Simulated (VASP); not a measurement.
The system is SnTeS4.

```
Sn Te S
1.0
     5.24543    0.00000    0.00000
     0.00000    5.24543    0.00000
     0.00000    0.00000    6.72589
Sn Te S
1 1 4
Cartesian
  2.6227 2.6227 0.0000
  0.0000 0.0000 0.0000
  0.0000 2.6227 1.1152
  2.6227 0.0000 5.6107
  0.0000 2.6227 5.6107
  2.6227 0.0000 1.1152
```

The cell was built by a generator and needn't be a form met in nature.

- Program: VASP 6.6.1
- Task: relaxation of cell and atoms
- Functional: PBE
- Potentials or basis: VASP PAW PBE potentials, release 64 (Sn_d, Te, S)
- Cutoff: 520 eV
- k mesh: 3 × 3 × 2
- Occupations: gaussian, width 0.15 eV
- Spin: no spin polarisation

At the start: pressure 4.3 GPa; volume 30.84 Å³/atom.

How do energy, volume and symmetry change on relaxing?

Over 6 steps the energy falls by 168.3 meV/atom and the volume is 34.34 Å³/atom (+11.4 %); space group P4/mmm (No. 123, to 0.05 Å).

The path:
| step | energy change (eV) | largest force (eV/Å) | pressure (GPa) | volume (Å³) |
| --- | --- | --- | --- | --- |
| 1 | 0.0000 | 0.7676 | 4.28 | 185.06 |
| 2 | -1.0084 | 0.1285 | -0.26 | 207.24 |
| 3 | -1.0084 | 0.1316 | -0.28 | 207.24 |
| 4 | -1.0080 | 0.1838 | -0.20 | 206.79 |
| 5 | -1.0059 | 0.2519 | 0.27 | 205.07 |
| 6 | -1.0100 | 0.0032 | 0.10 | 206.07 |

Final structure:
```
Sn Te S
1.0
     5.62900    0.00000    0.00000
     0.00000    5.62900    0.00000
     0.00000    0.00000    6.50354
Sn Te S
1 1 4
Direct
  0.50000 0.50000 0.00000
  0.00000 0.00000 0.00000
  0.00000 0.50000 0.15990
  0.50000 0.00000 0.84010
  0.00000 0.50000 0.84010
  0.50000 0.00000 0.15990
```

Caveat: the k mesh is coarse (spacing up to 0.47 Å⁻¹), so the values aren't converged; this functional lacks dispersion, which binds the layers, so the pressure and a relaxed spacing across them are unreliable.
